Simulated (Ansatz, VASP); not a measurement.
# P3N in two plane-wave programs

Aim: how closely do two programs agree when they are given the same cell, functional and k mesh? The cell is invented: As first built, before any earlier steps moved the atoms (in the runner's words): it takes the P structure with some of its atoms replaced by other elements, volume scaled by an estimate. It may not be a known or stable phase. The cell is taken from a series of VASP runs on this material, whose earlier steps may have relaxed, scaled or displaced it; both programs get it as it stands.

Method: plane waves, with VASP 6.6.1 beside it; single point at PBE, in Ansatz 0.2.0.

## 1. The starting structure

Symmetry: Pmm2, No. 25, orthorhombic system. Conventional cell: a = 2.941 Å, b = 5.285 Å, c = 4.280 Å, α = 90.00°, β = 90.00°, γ = 90.00°. Nearest to P lie 2 P at 2.09 Å. Nearest to P lie 2 N at 1.73 Å. N has 2 P at 1.73 Å nearest. As first built, before any earlier steps moved the atoms (in the runner's words): sites of the P structure (space group 74) filled with other elements, volume scaled by an estimate. Farther neighbours and most contacts between anions are not listed.

Structure file:

```xyz
4
Lattice="2.9409 0.0000 0.0000 0.0000 5.2853 0.0000 0.0000 0.0000 4.2801" Properties=species:S:1:pos:R:3 pbc="T T T"
P     1.4705    2.6426    2.3877
P     0.0000    2.6426    3.8767
P     1.4705    0.0000    1.5989
N     0.0000    0.0000    0.6969
```

## 2. VASP: single point, PBE

With cell and atoms fixed, the geometry can't cause a difference; cores, projectors, grids and the points listed under the comparison can.

Lines of VASP's logs that name or quote its potential files are left out, and so is its time.

File INCAR:

```
SYSTEM = P3N
PREC = Accurate
ENCUT = 520
EDIFF = 1E-06
NELM = 100
ISMEAR = -1
SIGMA = 0.05
LREAL = .FALSE.
ALGO = Normal
GGA = PE
NBANDS = 16
LORBIT = 11
LWAVE = .FALSE.
LCHARG = .TRUE.
ISIF = 2
LELF = .TRUE.
LVHAR = .TRUE.
```

File POSCAR:

```
P3N
1.0
    2.9409367650      0.0000000000      0.0000000000
    0.0000000000      5.2852892310      0.0000000000
    0.0000000000      0.0000000000      4.2801119906
P N
3 1
Direct
    0.5000000000      0.5000000000      0.5578701172
    0.0000000000      0.5000000000      0.9057554540
    0.5000000000      0.0000000000      0.3735584888
    0.0000000000      0.0000000000      0.1628159399
```

File KPOINTS:

```
Automatic mesh
0
Gamma
9 5 6
0 0 0
```

The projector-augmented-wave data sets are P and N (PBE family, release 64).

The run is started by

```bash
$ mpirun -np 2 vasp_std
```

Numbers of over 12 decimals in the logs are rounded to 6 here.

The program printed:

```text
[banner, memory and clock lines left out]
running    2 mpi-ranks, on    1 nodes
 distrk:  each k-point on    2 cores,    1 groups
 distr:  one band on    1 cores,    2 groups

 POSCAR found type information on POSCAR P N
 POSCAR found :  2 types and       4 ions
 LDA part: xc-table for (Slater+PW92), standard interpolation
 POSCAR, INCAR and KPOINTS ok, starting setup
 FFT: planning ... GRIDC
 FFT: planning ... GRID_SOFT
 FFT: planning ... GRID
 WAVECAR not read
 entering main loop
       N       E                     dE             d eps       ncg     rms          rms(c)
DAV:   1     0.642706179424E+02    0.64271E+02   -0.89894E+03  1920   0.109E+03
DAV:   2    -0.205179173118E+02   -0.84789E+02   -0.82112E+02  2592   0.188E+02
DAV:   3    -0.244680354624E+02   -0.39501E+01   -0.39265E+01  2552   0.439E+01
DAV:   4    -0.245087653388E+02   -0.40730E-01   -0.40715E-01  2552   0.499E+00
DAV:   5    -0.245095367257E+02   -0.77139E-03   -0.77119E-03  2624   0.635E-01    0.139E+01
DAV:   6    -0.228121916342E+02    0.16973E+01   -0.85256E+00  2456   0.218E+01    0.707E+00
DAV:   7    -0.226872410286E+02    0.12495E+00   -0.16361E+00  2248   0.901E+00    0.434E+00
DAV:   8    -0.226800493583E+02    0.71917E-02   -0.25208E-01  2464   0.313E+00    0.916E-01
DAV:   9    -0.226741689241E+02    0.58804E-02   -0.31317E-02  2536   0.128E+00    0.329E-01
DAV:  10    -0.226745477431E+02   -0.37882E-03   -0.58788E-03  2408   0.529E-01    0.131E-01
DAV:  11    -0.226746219127E+02   -0.74170E-04   -0.36241E-04  2720   0.122E-01    0.535E-02
DAV:  12    -0.226746415093E+02   -0.19597E-04   -0.41435E-05  2696   0.436E-02    0.174E-02
DAV:  13    -0.226746501182E+02   -0.86089E-05   -0.11191E-05  2456   0.254E-02    0.511E-03
DAV:  14    -0.226746507885E+02   -0.67032E-06   -0.10508E-06  2080   0.780E-03
   1 F= -.22674651E+02 E0= -.22670122E+02  d E =-.905667E-02
```

From OUTCAR (step 2):

```text
ion  position               nearest neighbor table
   1  0.500  0.500  0.558-   2 2.09   2 2.09   3 2.76   3 2.76
   2  0.000  0.500  0.906-   1 2.09   1 2.09
   3  0.500  0.000  0.374-   4 1.73   4 1.73   1 2.76   1 2.76
   4  0.000  0.000  0.163-   3 1.73   3 1.73

  LATTYP: Found a simple orthorhombic cell.
 ALAT       =     2.9409367650
 B/A-ratio  =     1.4553566882
 C/A-ratio  =     1.7971448057

 Subroutine GETGRP returns: Found  4 space group operations
 (whereof  4 operations were pure point group operations)

The static configuration has the point symmetry C_2v.

 Found     60 irreducible k-points:

   k-points           NKPTS =     60   k-points in BZ     NKDIM =     60   number of bands    NBANDS=     16

   dimension x,y,z NGX =    24 NGY =   40 NGZ =   32
   dimension x,y,z NGXF=    48 NGYF=   80 NGZF=   64

   ENCUT  =  520.0 eV  38.22 Ry    6.18 a.u.   5.47  9.83  7.96*2*pi/ulx,y,z

   NELECT =      20.0000    total number of electrons

 k-points in reciprocal lattice and weights: Automatic mesh
   0.00000000  0.00000000  0.00000000       0.004
   0.11111111  0.00000000  0.00000000       0.007
   0.22222222  0.00000000  0.00000000       0.007
   0.33333333  0.00000000  0.00000000       0.007
   0.44444444  0.00000000  0.00000000       0.007
   0.00000000  0.20000000  0.00000000       0.007
   0.11111111  0.20000000  0.00000000       0.015
   0.22222222  0.20000000  0.00000000       0.015
   0.33333333  0.20000000  0.00000000       0.015
[...]
0.33333333  0.40000000  0.50000000       0.015
   0.44444444  0.40000000  0.50000000       0.015

 average (electrostatic) potential at core
       1 -83.4526       2 -83.2778       3 -84.3675       4 -63.6107

 E-fermi :   5.5029

 k-point     1 :       0.0000    0.0000    0.0000
  band No.  band energies     occupation
    ...
      6       0.5130      2.00000
      7       1.3787      2.00000
      8       3.4981      2.00000
      9       3.6033      2.00000
     10       4.4768      2.00000
     11       5.6682      0.07073
     12       7.4238      0.00000
     13       9.7372      0.00000
     14      11.5741      0.00000
     15      12.0494      0.00000
    ...

 k-point     2 :       0.1111    0.0000    0.0000
  band No.  band energies     occupation
    ...
      6       0.7325      2.00000
      7       1.5615      2.00000
      8       3.1136      2.00000
      9       3.6294      2.00000
     10       3.7644      2.00000
     11       5.6402      0.12064
     12       8.3217      0.00000
     13      10.9987      0.00000
     14      11.3092      0.00000
     15      11.4291      0.00000
    ...

 k-point     3 :       0.2222    0.0000    0.0000
  band No.  band energies     occupation
    ...
      7       1.7298      2.00000
      8       2.0334      2.00000
      9       3.8820      2.00000
     10       3.9296      2.00000
     11       5.4810      1.21584
     12       9.1726      0.00000
     13       9.9722      0.00000
     14      10.6352      0.00000
     15      11.0622      0.00000
     16      11.6835      0.00000

  Total        0.0629941     -0.6901690      0.7066477      0.0000000      0.0000000      0.0000000
  in kB        1.5170535    -16.6209727     17.0178218      0.0000000      0.0000000      0.0000000
  external PRESSURE =       0.6379675 kB  Pullay stress =       0.0000000 kB

  energy-cutoff  :      520.00
  volume of cell :       66.53
      direct lattice vectors                 reciprocal lattice vectors
     2.940936765  0.000000000  0.000000000     0.340027712  0.000000000  0.000000000
     0.000000000  5.285289231  0.000000000     0.000000000  0.189204404  0.000000000
     0.000000000  0.000000000  4.280111991     0.000000000  0.000000000  0.233638746

 POSITION                                       TOTAL-FORCE (eV/Angst)
 -----------------------------------------------------------------------------------
      1.47047      2.64264      2.38775         0.000000      0.000000     -0.086793
      0.00000      2.64264      3.87673         0.000000      0.000000      0.064975
      1.47047      0.00000      1.59887         0.000000      0.000000      0.103319
      0.00000      0.00000      0.69687         0.000000      0.000000     -0.081501
 -----------------------------------------------------------------------------------
    total drift:                               -0.000000      0.000000      0.000010

  FREE ENERGIE OF THE ION-ELECTRON SYSTEM (eV)
  ---------------------------------------------------
  free  energy   TOTEN  =       -22.6746507885 eV

  energy  without entropy=      -22.6655941232  energy(sigma->0) =      -22.67012246

 total charge
# of ion       s       p       d       tot
------------------------------------------
    1        1.090   1.391   0.000   2.482
    2        1.118   1.366   0.000   2.483
    3        1.077   1.264   0.000   2.341
    4        1.268   2.437   0.000   3.706
--------------------------------------------------
tot          4.554   6.458   0.000  11.012

[... 3 further parts left out ...]
```

The run ends at a pressure of 0.06 GPa, with forces up to 0.10 eV/Å.

## 3. Ansatz: single point, PBE

Ansatz runs on its default PAW (the set named soft_2) files.

The same cell, functional, mesh and smearing now go to Ansatz, which takes its cutoff from its data sets.

File input.yaml:

```yaml
crystal:
  lattice:
    - [2.940936765, 0.0, 0.0]
    - [0.0, 5.285289231, 0.0]
    - [0.0, 0.0, 4.2801119906]
  atoms:
    - { symbol: P, position: [0.5, 0.5, 0.5578701172] }
    - { symbol: P, position: [0.0, 0.5, 0.905755454] }
    - { symbol: P, position: [0.5, 0.0, 0.3735584888] }
    - { symbol: "N", position: [0.0, 0.0, 0.1628159399] }
hamiltonian:
  xc: pbe
  pseudopotentials: { kind: paw }
kpoints:
  mp_grid: { grid: [9, 5, 6] }
scf:
  occupations: { method: fermi_dirac, width: 0.05 }
  n_extra_bands: 5
output:
  forces: true
  stress: true
  eigenvalues: true
```

The run is started by

```bash
$ ansatz run input.yaml --threads 2 --pin off --max-ram 4608MiB --backend cpu --events-out ev --progress --plain --runs-dir out
```

The program printed:

```text
scf.n_extra_bands = 5 over 10 filled bands (N_el = 20.0): the run solves 15 bands
Engine: ansatz 0.2.0, aarch64-unknown-linux-gnu
Pseudopotentials: kind: paw
Pseudopotential: P, paw, valence charge 5, recommended cutoff 420 eV (normal), P.paw.azcp
Pseudopotential: N, paw, valence charge 5, recommended cutoff 420 eV (normal), N.paw.azcp
Functional definition: PBE
  parameter kappa = 0.804
  parameter beta = 0.066725
  exchange = pbe_x(kappa = kappa, mu = beta*pi^2/3)
  correlation = pbe_c(beta = beta)
Crystal: 4 atoms, lattice volume = 66.529 Å³
Basis set: ecut = 420 eV, 1291 PW (Γ), exchange–correlation on 40×72×60 points (8 copies of the dense FFT grid, shifted against one another)
Bands: 15, of which v1, the nominal top of the filled ones, is band 10 counted from 1 (9 counted from 0)
Symmetry: 4 space group operations
Space group: Pmm2 (ITA 25), of the structure as read, at distance tolerance 4.1e-5 Å
k-points: 60 of 270 (time reversal used)
Non-local potential: P, projectors of the file, l = 0: 2, l = 1: 2, l = 2: 2
Non-local potential: N, projectors of the file, l = 0: 2, l = 1: 2, l = 2: 1
PAW form: soft (Blöchl's): semilocal exchange-correlation on the pseudo side does not see the compensation charge
PAW one-centre angular grid: P, 110 points (default); XC on 64 Gauss nodes
PAW one-centre angular grid: N, 110 points (default); XC on 64 Gauss nodes
Initial density: superposition of atomic densities (neutral atoms: chi_scale 0, normalization atom), corrected by the library's trained network
Initial wavefunctions: pseudopotential atomic-orbital guess
Functional: x = pbe(κ = 0.804, μ = 0.219515), c = pbe(β = 0.066725)
SCF iter   1: F=—  HF=-2649.197665 eV  |F-HF|=—  |Δ(HF+E_count)|=         —  Δρ=7.94e-3  dr2=2.44e-2  ethr=1.77e-3  ⟨swp⟩=7.5  Hψ=6635  notcnv=0
preconditioner: auto → Kerker (q_TF=auto, 2.233 Å⁻¹)  [metal: Δε(μ)=0.010 eV  Ē_g=10.167 eV  σ=0.050 eV  W_gap=0.05  n_scr=10 (ndim 8)  ℏωp=20.4 eV  f_vac=0.000  D(μ)=1.01/eV (n_scr^D=4)]
SCF iter   2: F=—  HF=-2649.191803 eV  |F-HF|=—  |Δ(HF+E_count)|=   5.86e-3  Δρ=4.28e-3  dr2=8.93e-3  ethr=1.22e-4  ⟨swp⟩=2.0  Hψ=1735  notcnv=0  defer=8
SCF iter   3: F=—  HF=-2649.189532 eV  |F-HF|=—  |Δ(HF+E_count)|=   2.27e-3  Δρ=6.21e-4  dr2=4.00e-4  ethr=4.46e-5  ⟨swp⟩=2.6  Hψ=1535  notcnv=0  defer=9
SCF iter   4: F=—  HF=-2649.189508 eV  |F-HF|=—  |Δ(HF+E_count)|=   2.45e-5  Δρ=2.43e-4  dr2=6.63e-5  ethr=2.00e-6  ⟨swp⟩=2.5  Hψ=1290  notcnv=0  defer=9
SCF iter   5: F=—  HF=-2649.189484 eV  |F-HF|=—  |Δ(HF+E_count)|=   2.43e-5  Δρ=6.22e-5  dr2=2.96e-6  ethr=3.32e-7  ⟨swp⟩=2.6  Hψ=1491  notcnv=0  defer=9
SCF iter   6: F=—  HF=-2649.189484 eV  |F-HF|=—  |Δ(HF+E_count)|=   5.25e-7  Δρ=2.04e-5  dr2=4.00e-7  ethr=1.48e-8  ⟨swp⟩=2.5  Hψ=1367  notcnv=0  defer=9
SCF iter   7: F=-2649.189484 eV  HF=-2649.189484 eV  |F-HF|=4.62e-10  |Δ(HF+E_count)|=   3.37e-8  Δρ=4.20e-6  dr2=2.71e-8  ethr=5.00e-10  ⟨swp⟩=9.7  Hψ=5366  notcnv=0
SCF 1 converged in 7 iterations: F = -2649.189484 eV  dr2 = 2.71e-8
  greatest PAW one-centre occupation: 0.829 electrons in one spin orbital (limit 2), on the P atom at site 1 (counted from 0), in its partial waves of l = 0
SCF converged after 7 iterations
Free energy (F): -2649.189484 eV
Harris-Foulkes:  -2649.189484 eV  (|F-HF|=4.62e-10)
Internal energy: -2649.180399 eV  (E = F + TS)
E sigma→0 (E₀):  -2649.184942 eV
Entropy (-TS):   -0.009085 eV (-2.271 meV/atom)
Fermi energy:    6.735168 eV
--- Per-component energies (eV) ---
  E_band       = -0.381564
  E_kinetic    = 339.372414
  E_local      = -467.570438  (includes V_loc(G=0)·N_el)
  E_nonlocal   = 147.190142
  E_hartree    = 138.953461
  E_xc         = -242.645774
  E_vxc        = -256.135026  (∫ρ·V_xc dr)
  E_paw        = -1834.754757  (= ΣΔE_a)
  E_vpaw       = -41.145421  (= ΣTr[D̂ρ^β])
  E_aug_tail   = 0.000103  (compensation charges beyond the density's cutoff)
  E_ewald      = -729.725549
  E_smearing   = -0.009085  (= −TS)
  E_closure    = 0.000000  (closes the sum)
  Σ components = -2649.189484   (vs F -2649.189484, Δ=0.00e0)
--- Forces (eV/Å), atoms counted from 1 ---
  atom   1  P      0.00000000     0.00000000    -0.17604635
  atom   2  P      0.00000000     0.00000000     0.15391785
  atom   3  P      0.00000000     0.00000000     0.16761910
  atom   4  N      0.00000000     0.00000000    -0.14550695
  max |Σ_I F_I| component: 1.64e-5 eV/Å
--- Stress (GPa, compression-positive) ---
        0.765938       0.000000       0.000000
        0.000000      -1.592499       0.000000
        0.000000       0.000000       2.234625
  P = ⅓ Tr σ = 0.4694 GPa (4.694 kbar)
--- Band table (eV; the first three rows and the last of 60) ---
  k-point 0: bands = [... 6 lower, 2.6116, 4.7231, 4.8299, 5.6806, 6.9044, 8.6449, 10.9158, 12.8055, ... 1 higher]
  k-point 1: bands = [... 6 lower, 4.0702, 4.1869, 5.2167, 5.7253, 7.4564, 8.6968, 10.9390, 12.5656, ... 1 higher]
  k-point 2: bands = [... 6 lower, 3.0303, 5.8201, 5.8295, 6.3902, 8.2290, 8.7649, 11.0139, 12.1255, ... 1 higher]
  k-point 59: bands = [... 6 lower, 2.1276, 3.0437, 4.9311, 6.6264, 7.3027, 8.6141, 10.9503, 11.8012, ... 1 higher]
```

Wall time 4.3 s (2 threads of Arm Neoverse V1, shared host); peak memory 0.42 GiB.

The run ends at a pressure of 0.47 GPa, with forces up to 0.18 eV/Å.

## 4. Comparison

Known differences besides the potentials themselves: the cutoff is 420 eV in Ansatz and 520 eV in VASP; VASP leaves aspherical gradient terms in its spheres out (LASPH is not set), Ansatz keeps them. Total energies have different zeros and are not compared.

Both answers:

| quantity | Ansatz | VASP | difference |
| --- | --- | --- | --- |
| pressure (GPa) | 0.47 | 0.06 | +0.41 |
| pressure without Ansatz's Pulay correction (GPa) | 0.32 | 0.06 | +0.26 |

Forces (eV/Å; atoms numbered as in POSCAR):

| atom | Ansatz x, y, z | VASP x, y, z |
| --- | --- | --- |
| P1 | 0.000, 0.000, -0.176 | 0.000, 0.000, -0.087 |
| P2 | 0.000, 0.000, 0.154 | 0.000, 0.000, 0.065 |
| P3 | 0.000, 0.000, 0.168 | 0.000, 0.000, 0.103 |
| N4 | 0.000, 0.000, -0.146 | 0.000, 0.000, -0.082 |

The forces differ by 45 meV/Å r.m.s., which is 91.1 % of the r.m.s. force of 0.05 eV/Å (both taken over all components). Ansatz's pressure holds a Pulay correction of 0.15 GPa; VASP's holds none.

## 5. Other set-ups

Further runs change the set-up of one program: Ansatz's method, potentials or start, or VASP's data sets, cutoff or form of LDA. The table gives Ansatz less VASP for each quantity, since a change that brings one quantity closer may part another.

| run | r.m.s. force difference (meV/Å) | pressure (GPa) |
| --- | --- | --- |
| as above | 45 | 0.41 |
| Ansatz's larger PAW set (cutoff 900 eV) | 40 | 0.42 |
| norm-conserving potentials (cutoff 1240 eV) | 48 | 0.48 |

## 6. Summary of results

```yaml
r_m_s_force_difference_single_point_pbe: 45 meV/Å
```

The r.m.s. force difference is 45 meV/Å (single point, PBE), beyond the 12 meV/Å picked in this series as the mark of a large difference. For single point, PBE, no further run moves any of the tabulated differences by more than a quarter of its size. Such differences can come from data sets, numerical settings and the points named under the comparisons, not from the functional's error against experiment.

[Lines on the potential files, build, host, timing and source positions are cut from VASP's logs without a mark.]

[Logs are printed without paths, hosts, clocks, repeated set-up lines and the standing remarks that a program may print on its own settings, such as how far it seeks lower states.]

[Hosts, paths, dates, database ids (printed as entryN), source tags and the programs' standing remarks are cut or masked in the printed files.]
